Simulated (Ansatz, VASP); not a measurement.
**Cross-check of AlCuCl4 (AlCuCl4 (P-42c)) between VASP and Ansatz**

One calculation is typed for both programs; each brings its own data sets. How far apart do they land? The cell is taken from a series of runs on this material, whose earlier steps may have relaxed, scaled, displaced or heated it; both programs get it as it stands.

Method: plane waves, with VASP 6.6.1 beside it; relaxation of cell and atoms at r2SCAN, in Ansatz 0.2.0.

## (1) The starting structure

The structure is tetragonal, space group P-42c (No. 112). The conventional cell has a = 5.435 Å, b = 5.435 Å, c = 9.977 Å, α = 90.00°, β = 90.00°, γ = 90.00°. Al has 4 Cl at 2.15 Å nearest. Cu has 4 Cl at 2.32 Å nearest. Nearest to Cl lie 1 Al at 2.15 Å and 1 Cu at 2.32 Å. Farther neighbours and most contacts between anions are not listed.

## (2) VASP: relaxation of cell and atoms, r2SCAN

The relaxed volume is the usual yardstick between codes: in a stiff, nearly cubic crystal its relative difference is about their pressure difference at one cell divided by the bulk modulus.

Lines of VASP's logs that name or quote its potential files are left out, and so is its time.

The input, INCAR:

```
SYSTEM = AlCuCl4
PREC = Accurate
ENCUT = 660
EDIFF = 1E-07
NELM = 120
ISMEAR = -1
SIGMA = 0.01
LREAL = .FALSE.
ALGO = Normal
METAGGA = R2SCAN
LASPH = .TRUE.
NBANDS = 54
LORBIT = 11
LWAVE = .FALSE.
LCHARG = .FALSE.
ISIF = 3
IBRION = 2
NSW = 80
EDIFFG = -0.005
GGA_COMPAT = .FALSE.
NELMIN = 4
EFERMI = MIDGAP
LMIXTAU = .TRUE.
KPAR = 2
```

The input, POSCAR:

```
AlCuCl4
1.0
    5.4351130000      0.0000000000      0.0000000000
    0.0000000000      5.4351130000      0.0000000000
    0.0000000000      0.0000000000      9.9769390000
Al Cu Cl
2 2 8
Direct
    0.0000000000      0.4999999080      0.2500000251
    0.4999999080      0.0000000000      0.7499999749
    0.0000000000      0.0000000000      0.0000000000
    0.0000000000      0.0000000000      0.4999999499
    0.2717018027      0.2328834745      0.8724876438
    0.7282981973      0.7671165255      0.8724876438
    0.2328834745      0.2717018027      0.3724875936
    0.2717018027      0.7671165255      0.6275124064
    0.7282981973      0.2328834745      0.6275124064
    0.2328834745      0.7282981973      0.1275123562
    0.7671165255      0.2717018027      0.1275123562
    0.7671165255      0.7282981973      0.3724875936
```

The input, KPOINTS:

```
Automatic mesh
0
Gamma
5 5 3
0 0 0
```

Potentials, in the order of the species: Al, Cu and Cl (PBE family, release 64).

Launch:

```
$ mpirun -np 2 vasp_std
```

Numbers of over 12 decimals in the logs are rounded to 6 here.

Output:

```text
[banner, memory and clock lines left out]
running    2 mpi-ranks, on    1 nodes
 distrk:  each k-point on    1 cores,    2 groups
 distr:  one band on    1 cores,    1 groups

 POSCAR found type information on POSCAR AlCuCl
 POSCAR found :  3 types and      12 ions
|                                                                             |
|               ----> ADVICE to this user running VASP <----                  |
|                                                                             |
|     You enforced a specific xc type in the INCAR file but a different       |
|     [... a line on the potential file left out ...]
|     I HOPE YOU KNOW WHAT YOU ARE DOING!                                     |
|                                                                             |

 LDA part: xc-table for (None), standard interpolation
 POSCAR, INCAR and KPOINTS ok, starting setup
 FFT: planning ... GRIDC
 FFT: planning ... GRID_SOFT
 FFT: planning ... GRID
 WAVECAR not read
 entering main loop
       N       E                     dE             d eps       ncg     rms          rms(c)
DAV:   1     0.888224865402E+03    0.88822E+03   -0.39481E+04  1296   0.181E+03
DAV:   2     0.716493907192E+02   -0.81658E+03   -0.76696E+03  1386   0.403E+02
DAV:   3    -0.106253631714E+03   -0.17790E+03   -0.17440E+03  1792   0.199E+02
DAV:   4    -0.119384121114E+03   -0.13130E+02   -0.13072E+02  2008   0.607E+01
DAV:   5    -0.119619055724E+03   -0.23493E+00   -0.23443E+00  1776   0.764E+00    0.146E+01
DAV:   6    -0.110239180450E+03    0.93799E+01   -0.18238E+01  1800   0.521E+01    0.121E+01
DAV:   7    -0.105553156190E+03    0.46860E+01   -0.41354E+00  1872   0.420E+01    0.759E+00
DAV:   8    -0.996708994260E+02    0.58823E+01   -0.20392E+00  1624   0.908E+00    0.154E+00
DAV:   9    -0.996974342041E+02   -0.26535E-01   -0.18134E-01  2016   0.421E+00    0.969E-01
DAV:  10    -0.999056874406E+02   -0.20825E+00   -0.89093E-02  1892   0.236E+00    0.417E-01
DAV:  11    -0.100180348899E+03   -0.27466E+00   -0.98924E-02  1320   0.182E+00    0.245E-01
DAV:  12    -0.100197166333E+03   -0.16817E-01   -0.73072E-03  1952   0.706E-01    0.101E-01
DAV:  13    -0.100203448705E+03   -0.62824E-02   -0.16615E-02  1308   0.929E-01    0.585E-02
DAV:  14    -0.100208922025E+03   -0.54733E-02   -0.54438E-03  1704   0.660E-01    0.619E-02
DAV:  15    -0.100209072143E+03   -0.15012E-03   -0.56682E-04  2000   0.275E-01    0.897E-03
DAV:  16    -0.100209444344E+03   -0.37220E-03   -0.48935E-04  1392   0.162E-01    0.106E-02
DAV:  17    -0.100209609783E+03   -0.16544E-03   -0.10577E-04  1386   0.682E-02    0.688E-03
DAV:  18    -0.100209614385E+03   -0.46025E-05   -0.74220E-06  1936   0.291E-02    0.398E-03
DAV:  19    -0.100209617024E+03   -0.26390E-05   -0.50011E-06  1824   0.185E-02    0.393E-03
DAV:  20    -0.100209621913E+03   -0.48882E-05   -0.23681E-06  1840   0.175E-02    0.242E-03
DAV:  21    -0.100209621522E+03    0.39110E-06   -0.19132E-07  1072   0.295E-03    0.211E-03
DAV:  22    -0.100209622662E+03   -0.11402E-05   -0.11747E-06  1616   0.905E-03    0.582E-04
DAV:  23    -0.100209622771E+03   -0.10884E-06   -0.57376E-08  1040   0.190E-03    0.323E-04
DAV:  24    -0.100209622744E+03    0.26806E-07   -0.16775E-08   798   0.164E-03
   1 F= -.10020962E+03 E0= -.10020962E+03  d E =-.100210E+03
[...]
2 F= -.10020976E+03 E0= -.10020976E+03  d E =-.133308E-03
[...]
3 F= -.10020977E+03 E0= -.10020977E+03  d E =-.151567E-03
[...]
4 F= -.10020979E+03 E0= -.10020979E+03  d E =-.172215E-03
 curvature:  -0.98 expect dE=-0.443E-04 dE for cont linesearch -0.135E-08
 trial: gam= 0.28273 g(F)=  0.156E-04 g(S)=  0.295E-04 ort = 0.465E-06 (trialstep = 0.114E+01)
 search vector abs. value=  0.579E-04
 bond charge predicted
       N       E                     dE             d eps       ncg     rms          rms(c)
DAV:   1    -0.100210165411E+03   -0.37049E-03   -0.10651E-02  1722   0.833E-01    0.150E-01
DAV:   2    -0.100209898955E+03    0.26646E-03   -0.27760E-03  1806   0.737E-01    0.418E-02
DAV:   3    -0.100209826654E+03    0.72300E-04   -0.48781E-04  1866   0.359E-01    0.274E-02
DAV:   4    -0.100209818690E+03    0.79650E-05   -0.48707E-05  1952   0.415E-02    0.184E-02
DAV:   5    -0.100209816292E+03    0.23973E-05   -0.79293E-06  1956   0.378E-02    0.696E-03
DAV:   6    -0.100209815370E+03    0.92263E-06   -0.97962E-06  1296   0.203E-02    0.270E-03
DAV:   7    -0.100209817345E+03   -0.19753E-05   -0.24786E-06  1432   0.103E-02    0.145E-03
DAV:   8    -0.100209817570E+03   -0.22483E-06   -0.52906E-07  1364   0.432E-03    0.114E-03
DAV:   9    -0.100209817285E+03    0.28491E-06   -0.22012E-07   862   0.427E-03    0.376E-04
DAV:  10    -0.100209817310E+03   -0.24860E-07   -0.10518E-07   816   0.332E-03
   5 F= -.10020982E+03 E0= -.10020982E+03  d E =-.223507E-04
 trial-energy change:   -0.000022  1 .order   -0.000024   -0.000052    0.000003
 step:   1.0695(harm=  1.0857)  dis= 0.00034  next Energy=  -100.209817 (dE=-0.224E-04)
 reached required accuracy - stopping structural energy minimisation
```

From OUTCAR (step 2):

```text
ion  position               nearest neighbor table
   1  0.000  0.500  0.250-   7 2.15  11 2.15  12 2.15  10 2.15
   2  0.500  0.000  0.750-   8 2.15   5 2.15   9 2.15   6 2.15
   3  0.000  0.000  0.000-   5 2.32   6 2.32  10 2.32  11 2.32
   4  0.000  0.000  0.500-   7 2.32  12 2.32   9 2.32   8 2.32
   5  0.272  0.233  0.872-   2 2.15   3 2.32
   6  0.728  0.767  0.872-   2 2.15   3 2.32
   7  0.233  0.272  0.372-   1 2.15   4 2.32
   8  0.272  0.767  0.628-   2 2.15   4 2.32
   9  0.728  0.233  0.628-   2 2.15   4 2.32
  10  0.233  0.728  0.128-   1 2.15   3 2.32
  11  0.767  0.272  0.128-   1 2.15   3 2.32
  12  0.767  0.728  0.372-   1 2.15   4 2.32

  LATTYP: Found a simple tetragonal cell.
 ALAT       =     5.4351130000
 C/A-ratio  =     1.8356451835

 Subroutine GETGRP returns: Found  8 space group operations
 (whereof  4 operations were pure point group operations)

The static configuration has the point symmetry S_4 .
 The point group associated with its full space group is D_2d.

 Found     12 irreducible k-points:

   k-points           NKPTS =     12   k-points in BZ     NKDIM =     12   number of bands    NBANDS=     54

   dimension x,y,z NGX =    48 NGY =   48 NGZ =   84
   dimension x,y,z NGXF=    96 NGYF=   96 NGZF=  168

   ENCUT  =  660.0 eV  48.51 Ry    6.96 a.u.  11.39 11.39 20.90*2*pi/ulx,y,z

   NELECT =      84.0000    total number of electrons

 k-points in reciprocal lattice and weights: Automatic mesh
   0.00000000  0.00000000  0.00000000       0.013
   0.20000000  0.00000000  0.00000000       0.053
   0.40000000  0.00000000  0.00000000       0.053
   0.20000000  0.20000000  0.00000000       0.053
   0.40000000  0.20000000  0.00000000       0.107
   0.40000000  0.40000000  0.00000000       0.053
   0.00000000  0.00000000  0.33333333       0.027
   0.20000000  0.00000000  0.33333333       0.107
   0.40000000  0.00000000  0.33333333       0.107
   0.20000000  0.20000000  0.33333333       0.107
   0.40000000  0.20000000  0.33333333       0.213
   0.40000000  0.40000000  0.33333333       0.107

 average (electrostatic) potential at core
       1 -82.0637       2 -82.0637       3 -72.7241       4 -72.7241       5 -97.2693
       6 -97.2693       7 -97.2693       8 -97.2693       9 -97.2693      10 -97.2693
      11 -97.2693      12 -97.2693

 E-fermi :   3.3652

 k-point     1 :       0.0000    0.0000    0.0000
  band No.  band energies     occupation
    ...
     38       1.6033      2.00000
     39       1.6033      2.00000
     40       1.6808      2.00000
     41       1.6808      2.00000
     42       1.7019      2.00000
     43       4.9094      0.00000
     44       6.3874      0.00000
     45       6.3874      0.00000
     46       6.4222      0.00000
     47       6.9060      0.00000
    ...

 k-point     2 :       0.2000    0.0000    0.0000
  band No.  band energies     occupation
    ...
     38       1.6056      2.00000
     39       1.6149      2.00000
     40       1.6630      2.00000
     41       1.6679      2.00000
     42       1.7096      2.00000
     43       5.3434      0.00000
     44       6.5290      0.00000
     45       6.5863      0.00000
     46       6.7445      0.00000
     47       7.0258      0.00000
    ...

 k-point     3 :       0.4000    0.0000    0.0000
  band No.  band energies     occupation
    ...
     38       1.5702      2.00000
     39       1.6066      2.00000
     40       1.6335      2.00000
     41       1.7166      2.00000
     42       1.7202      2.00000
     43       6.1968      0.00000
     44       6.7420      0.00000
     45       6.9325      0.00000
     46       7.2846      0.00000
     47       7.4098      0.00000
    ...

  Total       -0.0206790     -0.0206790      0.0053360      0.0000000      0.0000000      0.0000000
  in kB       -0.1123152     -0.1123152      0.0289819      0.0000000      0.0000000      0.0000000
  external PRESSURE =      -0.0652161 kB  Pullay stress =       0.0000000 kB

  energy-cutoff  :      660.00
  volume of cell :      294.99
      direct lattice vectors                 reciprocal lattice vectors
     5.436304432 -0.000000000  0.000000000     0.183948492  0.000000000 -0.000000000
     0.000000000  5.436304432  0.000000000    -0.000000000  0.183948492  0.000000000
     0.000000000 -0.000000000  9.981458105    -0.000000000  0.000000000  0.100185763

 POSITION                                       TOTAL-FORCE (eV/Angst)
 -----------------------------------------------------------------------------------
      0.00000      2.71815      2.49536         0.000000      0.000000     -0.000000
      2.71815     -0.00000      7.48609         0.000000      0.000000     -0.000000
      0.00000      0.00000      0.00000         0.000000      0.000000     -0.000000
      0.00000     -0.00000      4.99073         0.000000      0.000000     -0.000000
      1.47790      1.26620      8.70693        -0.002640     -0.001712     -0.002170
      3.95840      4.17011      8.70693         0.002640      0.001712     -0.002170
      1.26620      1.47790      3.71620        -0.001712     -0.002640     -0.002170
      1.47790      4.17011      6.26526        -0.002640      0.001712      0.002170
      3.95840      1.26620      6.26526         0.002640     -0.001712      0.002170
      1.26620      3.95840      1.27453        -0.001712      0.002640      0.002170
      4.17011      1.47790      1.27453         0.001712     -0.002640      0.002170
      4.17011      3.95840      3.71620         0.001712      0.002640     -0.002170
 -----------------------------------------------------------------------------------
    total drift:                               -0.000033     -0.000033      0.000122

  FREE ENERGIE OF THE ION-ELECTRON SYSTEM (eV)
  ---------------------------------------------------
  free  energy   TOTEN  =      -100.2098173097 eV

  energy  without entropy=     -100.2098173097  energy(sigma->0) =     -100.20981731

 reached required accuracy - stopping structural energy minimisation

 total charge
# of ion       s       p       d       tot
------------------------------------------
    1        0.346   0.377   0.000   0.723
    2        0.346   0.377   0.000   0.723
    3        0.265   0.267   9.415   9.948
    4        0.265   0.267   9.415   9.948
    5        1.604   3.590   0.000   5.193
    6        1.604   3.590   0.000   5.193
    7        1.604   3.590   0.000   5.193
    8        1.604   3.590   0.000   5.193
    9        1.604   3.590   0.000   5.193
   10        1.604   3.590   0.000   5.193
   11        1.604   3.590   0.000   5.193
   12        1.604   3.590   0.000   5.193
--------------------------------------------------
tot         14.050  30.007  18.831  62.888

[... 3 further parts left out ...]
```

CONTCAR:

```
AlCuCl4
   1.00000000000000
     5.4363044321813954   -0.0000000000000000    0.0000000000000000
     0.0000000000000000    5.4363044321813954    0.0000000000000000
     0.0000000000000000   -0.0000000000000000    9.9814581050450304
  Al              Cu              Cl
     2     2     8
Direct
     0.0000000000000000    0.4999999079999995    0.2500000251000003
     0.4999999079999995    0.0000000000000000    0.7499999748999997
     0.0000000000000000    0.0000000000000000    0.0000000000000000
     0.0000000000000000    0.0000000000000000    0.4999999499000012
     0.2718579586817849    0.2329154360213145    0.8723100747957171
     0.7281420413182151    0.7670845639786854    0.8723100747957171
     0.2329154360213145    0.2718579586817849    0.3723100245957165
     0.2718579586817849    0.7670845639786854    0.6276899754042835
     0.7281420413182151    0.2329154360213145    0.6276899754042835
     0.2329154360213145    0.7281420413182151    0.1276899252042829
     0.7670845639786854    0.2718579586817849    0.1276899252042829
     0.7670845639786854    0.7281420413182151    0.3723100245957165
```

This run has no spin polarisation, so a moment on Cu, if there is one, isn't seen. The run keeps the 8 symmetry operations of its start, so it cannot find a distortion of lower symmetry.

[end of part 1 of 2]

[Lines on the potential files, build, host, timing and source positions are cut from VASP's logs without a mark.]

[Logs are printed without paths, hosts, clocks, repeated set-up lines and the standing remarks that a program may print on its own settings, such as how far it seeks lower states.]

[Hosts, paths, dates, database ids (printed as entryN), source tags and the programs' standing remarks are cut or masked in the printed files.]
